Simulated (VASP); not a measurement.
Computed with PBE GGA, VASP's PBE PAW potentials (set 64) (plane waves; VASP 6.6.1).

VASP ran on this input.

**KPOINTS**
```
Regular mesh
0
Gamma
12 12 12
0 0 0
```

### POSCAR
```
TiCo
1
    2.9687361399     0.0000000000     0.0000000000
    0.0000000000     2.9687361399     0.0000000000
    0.0000000000     0.0000000000     2.9687361399
Ti Co
1 1
Direct
  0.0000000000   0.0000000000   0.0000000000
  0.5000000000   0.5000000000   0.5000000000
```

**INCAR**
```
ALGO = Normal
EDIFF = 1E-6
EDIFFG = -0.02
ENCUT = 500
GGA = PE
IBRION = 2
ISIF = 3
ISMEAR = 1
LASPH = .TRUE.
LCHARG = .FALSE.
LMAXMIX = 4
LREAL = .FALSE.
LWAVE = .FALSE.
NELM = 100
NSW = 40
PREC = Accurate
PSTRESS = 50
SIGMA = 0.1
SYSTEM = TiCo
```

POTCAR, in this order: Ti_sv Co (PBE.64 set). Program: vasp_std.

Energy and stress use the plane-wave basis of the starting cell.

Question: Predict the energy per atom (σ→0), volume per atom, band gap (on the k-mesh).

Answer: 
```
Quantity                                                     Value
------------------------  ----------------------------------------
energy per atom (σ→0)                               -7.811 eV/atom
band gap (on the k-mesh)  none (metal, semimetal or under 0.01 eV)
volume per atom                                     12.74 Å^3/atom
```

OSZICAR:
```
...
DAV:   5    -0.156213928444E+02    0.28482E-02   -0.39089E-02  3426   0.165E+00    0.541E-01
DAV:   6    -0.156221159665E+02   -0.72312E-03   -0.14389E-03  2800   0.449E-01    0.511E-01
DAV:   7    -0.156228960343E+02   -0.78007E-03   -0.94703E-03  3302   0.883E-01    0.753E-02
DAV:   8    -0.156229172302E+02   -0.21196E-04   -0.89814E-04  2986   0.261E-01    0.470E-02
DAV:   9    -0.156229205831E+02   -0.33529E-05   -0.15699E-04  3056   0.136E-01    0.403E-02
DAV:  10    -0.156229198734E+02    0.70967E-06   -0.17289E-05  2382   0.486E-02    0.980E-03
DAV:  11    -0.156229193944E+02    0.47906E-06   -0.88975E-07  1432   0.115E-02
   3 F= -.14827783E+02 E0= -.14827293E+02  d E =-.110078E-01
```

The compound is TiCo in the CsCl type structure. This run relaxes it under an external pressure of 5 GPa. Symmetry was kept, so distortions that lower it aren't found. The run is not spin-polarised, so no magnetic state was tried. The electron count is odd and the run is not spin-polarised, which forces a metal.
